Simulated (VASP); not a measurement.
Method: LDA (Ceperley-Alder, Perdew-Zunger), VASP's LDA PAW potentials (set 64) (plane waves; VASP).

The input files of a VASP run:

**INCAR**
```
ALGO = Normal
EDIFF = 1E-6
ENCUT = 400
ISIF = 2
ISMEAR = -1
LASPH = .True.
LCHARG = .False.
LMAXMIX = 4
LREAL = .False.
LWAVE = .False.
NELM = 100
PREC = Accurate
SIGMA = 0.1
SYSTEM = Ca3GeN
```

**POSCAR**
```
Ca3GeN
1
    4.8041800000     0.0000000000     0.0000000000
    0.0000000000     4.8041800000     0.0000000000
    0.0000000000     0.0000000000     4.8041800000
Ca Ge N
3 1 1
Direct
  0.5000000000   0.0000000000   0.5000000000
  0.0000000000   0.5000000000   0.5000000000
  0.5000000000   0.5000000000   0.0000000000
  0.0000000000   0.0000000000   0.0000000000
  0.5000000000   0.5000000000   0.5000000000
```

File KPOINTS_OPT:
```
k-points along high-symmetry lines
10
Line-mode
Reciprocal
  0.000000   0.000000   0.000000 ! GAMMA
  0.000000   0.500000   0.000000 ! X

  0.000000   0.500000   0.000000 ! X
  0.500000   0.500000   0.000000 ! M

  0.500000   0.500000   0.000000 ! M
  0.000000   0.000000   0.000000 ! GAMMA

  0.000000   0.000000   0.000000 ! GAMMA
  0.500000   0.500000   0.500000 ! R

  0.500000   0.500000   0.500000 ! R
  0.000000   0.500000   0.000000 ! X

  0.500000   0.500000   0.500000 ! R
  0.500000   0.500000   0.000000 ! M
```

File KPOINTS:
```
Automatic mesh
0
Gamma
7 7 7
0 0 0
```

POTCAR, in this order: Ca_sv Ge_d N (LDA.64 set). Program: vasp_std.

At this cut-off the stress carries a Pulay error, which pulls relaxed volumes low.

Predict the energy per atom (σ→0), pressure, band gap (over mesh and band path).

```
Quantity                                                              Result
----------------------------------  ----------------------------------------
energy per atom (σ→0)                                         -5.036 eV/atom
band gap (over mesh and band path)  none (metal, semimetal or under 0.01 eV)
pressure                                                           -4.38 GPa
```

File OSZICAR:
```
...
DAV:  13    -0.252392869815E+02    0.65775E-04   -0.76470E-04  1544   0.125E-01    0.185E-02
DAV:  14    -0.252392812158E+02    0.57657E-05   -0.12378E-04  1224   0.402E-02    0.817E-03
DAV:  15    -0.252392796796E+02    0.15363E-05   -0.96547E-06  1136   0.127E-02    0.260E-03
DAV:  16    -0.252392799961E+02   -0.31654E-06   -0.56649E-06  1107   0.937E-03
   1 F= -.25239280E+02 E0= -.25181069E+02  d E =-.116422E+00
       N       E                     dE             ncg
       N       E                     dE             ncg
       N       E                     dE             ncg
```

The structure comes from a computed database's Ca3GeN entry; how it stands against other phases isn't given here. The cell was not relaxed at this level. The electron count is odd and the run is not spin-polarised, which forces a metal.
